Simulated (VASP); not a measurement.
Method: PBE GGA, VASP's PBE PAW potentials (set 64) (plane waves; VASP).

The input files of a VASP run:

**INCAR**
```
PREC = Accurate
LCHARG = .FALSE.
GGA = PE   ! PBE
ISIF = 2
SIGMA = 0.05
ENCUT = 520
LASPH = .TRUE.   ! aspherical one-centre terms
ISMEAR = 0   ! Gaussian
ALGO = Normal   ! blocked Davidson
EDIFF = 1E-6
LMAXMIX = 6   ! l cut-off of mixed one-centre charges
LREAL = .FALSE.   ! projection in real space or not
SYSTEM = GdN
LWAVE = .FALSE.
NELM = 100   ! most electronic steps
```

KPOINTS:
```
K-points
0
gamma
  9 9 9
0 0 0
```

File POSCAR:
```
GdN
1
    0.0000000000     2.5398000000     2.5398000000
    2.5398000000     0.0000000000     2.5398000000
    2.5398000000     2.5398000000     0.0000000000
Gd N
1 1
Direct
  0.0000000000   0.0000000000   0.0000000000
  0.5000000000   0.5000000000   0.5000000000
```

POTCAR, in this order: Gd_3 N (PBE.64 set). Program: vasp_std.

Output of the run:

File OSZICAR:
```
       N       E                     dE             d eps       ncg     rms          rms(c)
DAV:   1     0.428873881938E+02    0.42887E+02   -0.68135E+03   770   0.117E+03
DAV:   2    -0.158540236602E+02   -0.58741E+02   -0.55435E+02  1048   0.232E+02
DAV:   3    -0.184049581680E+02   -0.25509E+01   -0.24888E+01  1066   0.389E+01
DAV:   4    -0.184354848067E+02   -0.30527E-01   -0.30453E-01   946   0.390E+00
DAV:   5    -0.184360211611E+02   -0.53635E-03   -0.53617E-03  1023   0.447E-01    0.239E+01
DAV:   6    -0.163554539806E+02    0.20806E+01   -0.19832E+01   884   0.258E+01    0.225E+01
DAV:   7    -0.161182747462E+02    0.23718E+00   -0.15756E+00   880   0.808E+00    0.157E+01
DAV:   8    -0.161211976478E+02   -0.29229E-02   -0.15589E-01   847   0.406E+00    0.628E+00
DAV:   9    -0.161144450800E+02    0.67526E-02   -0.21699E-02   914   0.125E+00    0.742E-01
DAV:  10    -0.161148305024E+02   -0.38542E-03   -0.88187E-04  1106   0.240E-01    0.583E-01
DAV:  11    -0.161147707967E+02    0.59706E-04   -0.42131E-04   913   0.133E-01    0.183E-02
DAV:  12    -0.161147720152E+02   -0.12185E-05   -0.14387E-05  1029   0.322E-02    0.191E-02
DAV:  13    -0.161147720138E+02    0.13335E-08   -0.30319E-06   913   0.127E-02
   1 F= -.16114772E+02 E0= -.16114751E+02  d E =-.413718E-04
```

### OUTCAR
```
------------------------ aborting loop because EDIFF is reached ----------------------------------------
  FORCE on cell =-STRESS in cart. coord.  units (eV):
  Direction    XX          YY          ZZ          XY          YZ          ZX
  --------------------------------------------------------------------------------------
  Total       -1.6488376     -1.6488376     -1.6488376      0.0000000     -0.0000000     -0.0000000
  in kB      -80.6231759    -80.6231759    -80.6231759      0.0000000     -0.0000000     -0.0000000
  external PRESSURE =     -80.6231759 kB  Pullay stress =       0.0000000 kB
  volume of cell :       32.77
      direct lattice vectors                 reciprocal lattice vectors
     0.000000000  2.539800000  2.539800000    -0.196865895  0.196865895  0.196865895
     2.539800000  0.000000000  2.539800000     0.196865895 -0.196865895  0.196865895
     2.539800000  2.539800000  0.000000000     0.196865895  0.196865895 -0.196865895
 POSITION                                       TOTAL-FORCE (eV/Angst)
 -----------------------------------------------------------------------------------
      0.00000      0.00000      0.00000         0.000000     -0.000000     -0.000000
      2.53980      2.53980      2.53980        -0.000000      0.000000      0.000000
 -----------------------------------------------------------------------------------
    total drift:                                0.000000      0.000000      0.000000
  FREE ENERGIE OF THE ION-ELECTRON SYSTEM (eV)
  ---------------------------------------------------
  free  energy   TOTEN  =       -16.1147720138 eV

  energy  without entropy=      -16.1147306420  energy(sigma->0) =      -16.11475133
```
(Selected blocks of OUTCAR.)

The 4f electrons are frozen in the core of the lanthanide potential, so 4f levels, which can set the real gap, and their magnetism are missing.

The compound is GdN in the rock salt structure. The cell was not relaxed at this level. The run is one of a series of settings (KPOINTS 9×9×9 Γ-centred mesh against the base run), some of them coarse on purpose.
